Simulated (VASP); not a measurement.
The system is SiB.

```
Si B
1.0
     3.23462    0.00000    0.00000
    -1.61731    2.80126    0.00000
     0.00000    0.00000    5.76000
Si B
2 2
Direct
  0.00000 0.00000 0.70590
  0.00000 0.00000 0.29410
  0.66667 0.33333 0.85764
  0.66667 0.33333 0.14236
```

The cell was built by a generator and needn't be a form met in nature.

```yaml
Program: VASP 6.6.1
Task: relaxation of cell and atoms
Functional: PBE
Potentials_or_basis: VASP PAW PBE potentials, release 64 (Si, B)
Cutoff: 520 eV
k_mesh: 12 × 12 × 6
Occupations: gaussian, width 0.1 eV
Spin: no spin polarisation
```

At the start: pressure 0.1 GPa; volume 13.05 Å³/atom.

Q: How do energy, volume and symmetry change on relaxing?

A: Over 6 steps the energy falls by 4.2 meV/atom and the volume is 12.96 Å³/atom (-0.6 %); space group P-6m2 (No. 187, to 0.05 Å).

The path:
| step | energy change (eV) | largest force (eV/Å) | pressure (GPa) | volume (Å³) |
| --- | --- | --- | --- | --- |
| 1 | 0.0000 | 0.1665 | 0.13 | 52.19 |
| 2 | -0.0113 | 0.2185 | -0.58 | 52.26 |
| 3 | -0.0125 | 0.2770 | -0.86 | 52.29 |
| 4 | -0.0165 | 0.0650 | -0.12 | 51.92 |
| 5 | -0.0166 | 0.0227 | -0.24 | 51.97 |
| 6 | -0.0168 | 0.0037 | 0.03 | 51.85 |

Final structure:
```
Si B
1.0
     3.19845    0.00000    0.00000
    -1.59923    2.76994    0.00000
     0.00000    0.00000    5.85272
Si B
2 2
Cartesian
  0.0000 0.0000 4.1128
  -1.5992 2.7699 1.7399
  1.5992 0.9233 5.0336
  1.5992 0.9233 0.8192
```
